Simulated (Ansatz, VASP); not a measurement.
**Cross-check of Sc6SiO11 between VASP and Ansatz**

Aim: how closely do two programs agree when they are given the same cell, functional and k mesh? The structure shown is frame 67 of Ansatz's trajectory.

Calculated with Ansatz 0.2.0; plane waves, with VASP 6.6.1 beside it; single point at PBE.

## 1. Set-up

The cell holds 72 atoms: 24 Sc, 4 Si and 44 O. Cell: a = 9.736 Å, b = 9.736 Å, c = 9.736 Å, α = 90.0°, β = 90.0°, γ = 90.0°. As first built, before any earlier steps moved the atoms (in the runner's words): 72 atoms (24 Sc, 4 Si, 44 O) placed at random at 3.36 g/cm^3, melted at 4000 K for 10 ps at fixed volume with the Morse and Coulomb pair potential with partial charges (Pedone, Malavasi, Menziani, Cormack and Segre, J. Phys. Chem. B 110, 11780 (2006)). Quenched from 4000 K to 300 K at 5 K/ps and fixed volume, held 10 ps at zero pressure.

## 2. Ansatz: dynamics, PBE

Ansatz runs on its default PAW (the set named soft_2) files.

One frame of this run of dynamics is then solved in both programs, so the motion causes no difference.

Contents of input.yaml:

```yaml
crystal:
  lattice:
    - [9.73579, 0.0, 0.0]
    - [0.0, 9.73579, 0.0]
    - [0.0, 0.0, 9.73579]
  atoms:
    - { symbol: Sc, position: [0.27496, 0.62585, 0.14846] }
    - { symbol: Sc, position: [0.83903, 0.95867, 0.98219] }
    - { symbol: Sc, position: [0.83659, 0.67037, 0.439] }
    - { symbol: Sc, position: [0.04166, 0.19325, 0.04556] }
    - { symbol: Sc, position: [0.66018, 0.38847, 0.38886] }
    - { symbol: Sc, position: [0.32683, 0.97424, 0.16499] }
    - { symbol: Sc, position: [0.99993, 0.62819, 0.97739] }
    - { symbol: Sc, position: [0.6355, 0.13733, 0.1685] }
    - { symbol: Sc, position: [0.19015, 0.54004, 0.51898] }
    - { symbol: Sc, position: [0.6215, 0.72786, 0.09917] }
    - { symbol: Sc, position: [0.35345, 0.12676, 0.85265] }
    - { symbol: Sc, position: [0.50935, 0.40377, 0.99354] }
    - { symbol: Sc, position: [0.46539, 0.39218, 0.65773] }
    - { symbol: Sc, position: [0.84731, 0.04294, 0.46785] }
    - { symbol: Sc, position: [0.8254, 0.44217, 0.71323] }
    - { symbol: Sc, position: [0.31571, 0.29649, 0.28681] }
    - { symbol: Sc, position: [0.17149, 0.44572, 0.82287] }
    - { symbol: Sc, position: [0.21327, 0.90244, 0.51419] }
    - { symbol: Sc, position: [0.82129, 0.38701, 0.0498] }
    - { symbol: Sc, position: [0.06657, 0.17303, 0.63991] }
    - { symbol: Sc, position: [0.6843, 0.17857, 0.82634] }
    - { symbol: Sc, position: [0.36297, 0.72149, 0.81876] }
    - { symbol: Sc, position: [0.00045, 0.78042, 0.69451] }
    - { symbol: Sc, position: [0.49566, 0.10332, 0.4898] }
    - { symbol: Si, position: [0.98684, 0.33788, 0.35242] }
    - { symbol: Si, position: [0.67298, 0.86921, 0.68108] }
    - { symbol: Si, position: [0.46255, 0.73255, 0.36955] }
    - { symbol: Si, position: [0.02596, 0.87327, 0.23898] }
    - { symbol: O, position: [0.87475, 0.46364, 0.39932] }
    - { symbol: O, position: [0.35493, 0.34348, 0.8447] }
    - { symbol: O, position: [0.46079, 0.32508, 0.44519] }
    - { symbol: O, position: [0.93193, 0.29972, 0.20633] }
    - { symbol: O, position: [0.6529, 0.36682, 0.17184] }
    - { symbol: O, position: [0.8067, 0.60478, 0.07014] }
    - { symbol: O, position: [0.16595, 0.91048, 0.30475] }
    - { symbol: O, position: [0.1188, 0.37214, 0.63286] }
    - { symbol: O, position: [0.27234, 0.10566, 0.54244] }
    - { symbol: O, position: [0.96661, 0.81906, 0.89907] }
    - { symbol: O, position: [0.33783, 0.93692, 0.9622] }
    - { symbol: O, position: [0.69664, 0.38895, 0.88014] }
    - { symbol: O, position: [0.82223, 0.17377, 0.99524] }
    - { symbol: O, position: [0.4256, 0.85652, 0.45406] }
    - { symbol: O, position: [0.71317, 0.17947, 0.37578] }
    - { symbol: O, position: [0.61764, 0.67169, 0.34933] }
    - { symbol: O, position: [0.04404, 0.68438, 0.49823] }
    - { symbol: O, position: [0.7905, 0.75296, 0.64311] }
    - { symbol: O, position: [0.01979, 0.41366, 0.9816] }
    - { symbol: O, position: [0.98274, 0.97895, 0.12984] }
    - { symbol: O, position: [0.20872, 0.80832, 0.69542] }
    - { symbol: O, position: [0.67929, 0.92562, 0.11474] }
    - { symbol: O, position: [0.21792, 0.61851, 0.94376] }
    - { symbol: O, position: [0.72062, 0.96996, 0.81417] }
    - { symbol: O, position: [0.52123, 0.17361, 0.70103] }
    - { symbol: O, position: [0.53539, 0.8062, 0.72567] }
    - { symbol: O, position: [0.52858, 0.17653, 0.98937] }
    - { symbol: O, position: [0.84691, 0.23259, 0.69671] }
    - { symbol: O, position: [0.34365, 0.61654, 0.38889] }
    - { symbol: O, position: [0.35882, 0.44251, 0.14362] }
    - { symbol: O, position: [0.9784, 0.5799, 0.76912] }
    - { symbol: O, position: [0.89737, 0.8677, 0.35233] }
    - { symbol: O, position: [0.33282, 0.55084, 0.67202] }
    - { symbol: O, position: [0.67216, 0.96942, 0.55274] }
    - { symbol: O, position: [0.21948, 0.15777, 0.15481] }
    - { symbol: O, position: [0.65634, 0.46208, 0.59047] }
    - { symbol: O, position: [0.12659, 0.15255, 0.84377] }
    - { symbol: O, position: [0.13728, 0.39558, 0.34391] }
    - { symbol: O, position: [0.99685, 0.20101, 0.44134] }
    - { symbol: O, position: [0.0034, 0.97709, 0.59336] }
    - { symbol: O, position: [0.42378, 0.78049, 0.20541] }
    - { symbol: O, position: [0.0648, 0.71641, 0.16783] }
    - { symbol: O, position: [0.50324, 0.6144, 0.96637] }
    - { symbol: O, position: [0.46295, 0.10095, 0.27611] }
kpoints:
  mp_grid: { grid: [1, 1, 1] }
hamiltonian:
  xc: pbe
scf:
  occupations: { method: fermi_dirac, width: 0.078 }
output:
  forces: true
md:
  timestep: 1.0
  n_steps: 200
  ensemble: nve
  temperature: 900
  initial_velocities: maxwell_boltzmann
  seed: 1504
```

Started as:

```console
$ ansatz run input.yaml --threads 4 --pin off --max-ram 8192MiB --backend cpu --events-out ev --progress --plain --runs-dir out
```

Numbers of over 12 decimals in the logs are rounded to 6 here.

The log of the run:

```text
Warning: md: disabling space-group detection — thermal motion breaks the input geometry's symmetry, so no spatial operation reduces the k-mesh or symmetrises the density; time reversal is kept, so that k and −k are solved as one point where they differ and the mesh holds both, and exact exchange and, on two spinor components, a DFT+U term hold to it where the run has them: on two components no moment then forms, and  [...]
Engine: ansatz 0.2.0, aarch64-unknown-linux-gnu
Pseudopotentials: kind: paw
Pseudopotential: Sc, paw, valence charge 11, recommended cutoff 420 eV (normal), Sc.paw.azcp
Pseudopotential: Si, paw, valence charge 4, recommended cutoff 420 eV (normal), Si.paw.azcp
Pseudopotential: O, paw, valence charge 6, recommended cutoff 420 eV (normal), O.paw.azcp
Functional definition: PBE
  parameter kappa = 0.804
  parameter beta = 0.066725
  exchange = pbe_x(kappa = kappa, mu = beta*pi^2/3)
  correlation = pbe_c(beta = beta)
Crystal: 72 atoms, lattice volume = 922.813 Å³
Basis set: ecut = 420 eV, 17941 PW (Γ), exchange–correlation on 144×144×144 points (8 copies of the dense FFT grid, shifted against one another)
Bands: 344, of which v1, the nominal top of the filled ones, is band 272 counted from 1 (271 counted from 0)
Symmetry: 1 space group operations
k-points: 1
Non-local potential: Sc, projectors of the file, l = 0: 3, l = 1: 2, l = 2: 3, l = 3: 1
Non-local potential: Si, projectors of the file, l = 0: 2, l = 1: 2, l = 2: 2
Non-local potential: O, projectors of the file, l = 0: 2, l = 1: 2, l = 2: 1
PAW form: soft (Blöchl's): semilocal exchange-correlation on the pseudo side does not see the compensation charge
PAW one-centre angular grid: Sc, 590 points (default); XC on 64 Gauss nodes
PAW one-centre angular grid: Si, 110 points (default); XC on 64 Gauss nodes
PAW one-centre angular grid: O, 110 points (default); XC on 64 Gauss nodes
Initial density: superposition of atomic densities (neutral atoms: chi_scale 0, normalization atom), corrected by the library's trained network
Initial wavefunctions: pseudopotential atomic-orbital guess
Functional: x = pbe(κ = 0.804, μ = 0.219515), c = pbe(β = 0.066725)
SCF iter   1: F=—  HF=-78893.015489 eV  |F-HF|=—  |Δ(HF+E_count)|=         —  Δρ=3.09e-3  dr2=1.14e-1  ethr=1.77e-3  ⟨swp⟩=5.0  Hψ=1310  notcnv=0
preconditioner: auto → Resta (q_TF=auto, 2.498 Å⁻¹)  ε∞=3.7  [insulator: Δε(μ)=3.217 eV  Ē_g=16.522 eV  σ=0.078 eV  W_gap=1.00  n_scr=250 (ndim 8)  ℏωp=27.2 eV  f_vac=0.058  D(μ)=0.00/eV (n_scr^D=0)  ε∞_Penn≈3.7]
SCF iter   2: F=—  HF=-78893.001423 eV  |F-HF|=—  |Δ(HF+E_count)|=   1.41e-2  Δρ=1.60e-3  dr2=1.92e-2  ethr=2.10e-5  ⟨swp⟩=2.0  Hψ=560  notcnv=0
SCF iter   3: F=—  HF=-78893.002746 eV  |F-HF|=—  |Δ(HF+E_count)|=   1.32e-3  Δρ=7.25e-4  dr2=5.91e-3  ethr=3.53e-6  ⟨swp⟩=2.0  Hψ=460  notcnv=0
SCF iter   4: F=—  HF=-78893.003344 eV  |F-HF|=—  |Δ(HF+E_count)|=   5.98e-4  Δρ=2.61e-4  dr2=6.87e-4  ethr=1.09e-6  ⟨swp⟩=2.0  Hψ=445  notcnv=0
SCF iter   5: F=—  HF=-78893.003454 eV  |F-HF|=—  |Δ(HF+E_count)|=   1.10e-4  Δρ=1.37e-4  dr2=1.67e-4  ethr=1.26e-7  ⟨swp⟩=2.0  Hψ=460  notcnv=0
SCF iter   6: F=—  HF=-78893.003452 eV  |F-HF|=—  |Δ(HF+E_count)|=   1.81e-6  Δρ=5.23e-5  dr2=2.48e-5  ethr=3.07e-8  ⟨swp⟩=2.0  Hψ=471  notcnv=0
SCF iter   7: F=—  HF=-78893.005472 eV  |F-HF|=—  |Δ(HF+E_count)|=   2.02e-3  Δρ=2.65e-5  dr2=6.42e-6  ethr=4.55e-9  ⟨swp⟩=2.0  Hψ=611  notcnv=0  defer=2
SCF iter   8: F=—  HF=-78893.005474 eV  |F-HF|=—  |Δ(HF+E_count)|=   1.71e-6  Δρ=1.15e-5  dr2=1.16e-6  ethr=1.18e-9  ⟨swp⟩=2.0  Hψ=467  notcnv=0  defer=2
SCF iter   9: F=—  HF=-78893.005475 eV  |F-HF|=—  |Δ(HF+E_count)|=   7.73e-7  Δρ=4.30e-6  dr2=1.83e-7  ethr=2.14e-10  ⟨swp⟩=2.0  Hψ=460  notcnv=0  defer=2
SCF iter  10: F=-78893.005475 eV  HF=-78893.005475 eV  |F-HF|=4.18e-9  |Δ(HF+E_count)|=   1.60e-7  Δρ=2.36e-6  dr2=4.85e-8  ethr=1.32e-11  ⟨swp⟩=4.0  Hψ=1000  notcnv=0
SCF 1 converged in 10 iterations: F = -78893.005475 eV  dr2 = 4.85e-8
  greatest PAW one-centre occupation: 0.998 electrons in one spin orbital (limit 2), on the Sc atom at site 18 (counted from 0), in its partial waves of l = 0
md step     0: t =     0.00 fs  T =   900.0 K  F+E_penalty+E_count = -78893.00547482 eV  E_kin = 8.259714 eV  conserved = -78884.74576088 eV  (10 SCF iters)
[... from here on, the SCF cycles and remarks between the steps are left out ...]
md step   193: t =   193.00 fs  T =   746.3 K  F+E_penalty+E_count = -78891.59390335 eV  E_kin = 6.848769 eV  conserved = -78884.74513414 eV  (4 SCF iters)
md step   194: t =   194.00 fs  T =   743.0 K  F+E_penalty+E_count = -78891.56361474 eV  E_kin = 6.818878 eV  conserved = -78884.74473648 eV  (4 SCF iters)
md step   195: t =   195.00 fs  T =   739.7 K  F+E_penalty+E_count = -78891.53340857 eV  E_kin = 6.788871 eV  conserved = -78884.74453786 eV  (4 SCF iters)
md step   196: t =   196.00 fs  T =   736.8 K  F+E_penalty+E_count = -78891.50605109 eV  E_kin = 6.761594 eV  conserved = -78884.74445690 eV  (3 SCF iters)
md step   197: t =   197.00 fs  T =   734.2 K  F+E_penalty+E_count = -78891.48239894 eV  E_kin = 6.738001 eV  conserved = -78884.74439821 eV  (4 SCF iters)
md step   198: t =   198.00 fs  T =   732.1 K  F+E_penalty+E_count = -78891.46280262 eV  E_kin = 6.718499 eV  conserved = -78884.74430316 eV  (3 SCF iters)
md step   199: t =   199.00 fs  T =   730.5 K  F+E_penalty+E_count = -78891.44800385 eV  E_kin = 6.703835 eV  conserved = -78884.74416890 eV  (4 SCF iters)
md step   200: t =   200.00 fs  T =   729.5 K  F+E_penalty+E_count = -78891.43926305 eV  E_kin = 6.695233 eV  conserved = -78884.74403034 eV  (9 SCF iters)
SCF converged after 9 iterations
Free energy (F): -78891.439263 eV
Harris-Foulkes:  -78891.439263 eV  (|F-HF|=8.79e-9)
Internal energy: -78891.439263 eV  (E = F + TS)
E sigma→0 (E₀):  -78891.439263 eV
Entropy (-TS):   -0.000000 eV (-0.000 meV/atom)
Fermi energy:    8.809442 eV
--- Per-component energies (eV) ---
  E_band       = -4328.025990
  E_kinetic    = 14211.121931
  E_local      = -38179.210974  (includes V_loc(G=0)·N_el)
  E_nonlocal   = 4088.782049
  E_hartree    = 13682.932720
  E_xc         = -6024.568777
  E_vxc        = -7499.367511  (∫ρ·V_xc dr)
  E_paw        = -31906.541345  (= ΣΔE_a)
  E_vpaw       = -4315.325589  (= ΣTr[D̂ρ^β])
  E_aug_tail   = 0.108471  (compensation charges beyond the density's cutoff)
  E_ewald      = -34764.063336
  E_smearing   = -0.000000  (= −TS)
  E_closure    = 0.000000  (closes the sum)
  Σ components = -78891.439263   (vs F -78891.439263, Δ=0.00e0)
--- Forces (eV/Å), atoms counted from 1 ---
  atom   1  Sc    -0.76452426    -0.36757748    -1.71911568
  atom   2  Sc     0.46961068    -0.87102454     0.52366973
  atom   3  Sc    -0.41514775     0.37193429     0.57424198
  atom   4  Sc     0.76419133    -0.59270475     0.46992309
  atom   5  Sc    -0.18936915     0.52863456     0.26442715
  atom   6  Sc     0.48346988     0.83507947    -0.37089601
  atom   7  Sc     0.06849343     0.99343446    -1.01815236
  atom   8  Sc    -0.62494097    -0.39867207    -1.06996957
  atom   9  Sc     0.43243654     0.27081278     0.86874578
  atom  10  Sc    -0.27902347    -0.29098082    -0.04860017
  atom  11  Sc    -0.67054364    -0.10901056     0.37906401
  atom  12  Sc     0.07216309    -0.70555221     0.45874782
  atom  13  Sc     1.12865406     0.43052206     0.63186095
  atom  14  Sc    -0.02239306     0.09080006     0.84612833
  atom  15  Sc    -0.47193174     0.08105443     0.72767716
  atom  16  Sc     0.71658301    -1.73721068    -2.14320165
  atom  17  Sc    -1.14093735     0.11179728     0.51945519
  atom  18  Sc    -0.09017283     1.01179764    -2.08884849
  atom  19  Sc    -1.30759776     0.10396287    -0.16785346
  atom  20  Sc    -0.21319833    -1.99453184     1.86161649
  atom  21  Sc    -0.04883609     0.11537941    -0.14254672
  atom  22  Sc     0.43326565     0.19128373     1.27754431
  atom  23  Sc     0.52032054    -0.11035323    -0.54423496
  atom  24  Sc    -0.08973932    -0.80826612     0.35415761
[...]
atom  65  O     -0.01876913    -0.25936029     0.11876178
  atom  66  O     -1.47410746     0.01133933     1.03609293
  atom  67  O      0.92470096     0.85610926    -1.97692436
  atom  68  O     -0.04555329     0.46577185     0.09970577
  atom  69  O      1.17665574    -0.41138394     2.04542492
  atom  70  O     -0.06109192     0.69327879     0.54981955
  atom  71  O      1.12822059     0.83038132     0.37057793
  atom  72  O      0.02710484     0.30405553    -0.93632713
  max |Σ_I F_I| component: 4.48e-5 eV/Å
--- MD trajectory: 200 steps, t = 0.0 → 200.0 fs ---
  final state: T = 729.5 K   F+E_penalty+E_count = -78891.43926305 eV   E_kin = 6.695233 eV
  conserved energy: peak-to-peak 7.424e-3 eV (1.031e-4 eV/atom) over 200.0 fs
```

[end of part 1 of 2]

[Lines on the potential files, build, host, timing and source positions are cut from VASP's logs without a mark.]

[Logs are printed without paths, hosts, clocks, repeated set-up lines and the standing remarks that a program may print on its own settings, such as how far it seeks lower states.]

[Hosts, paths, dates, database ids (printed as entryN), source tags and the programs' standing remarks are cut or masked in the printed files.]
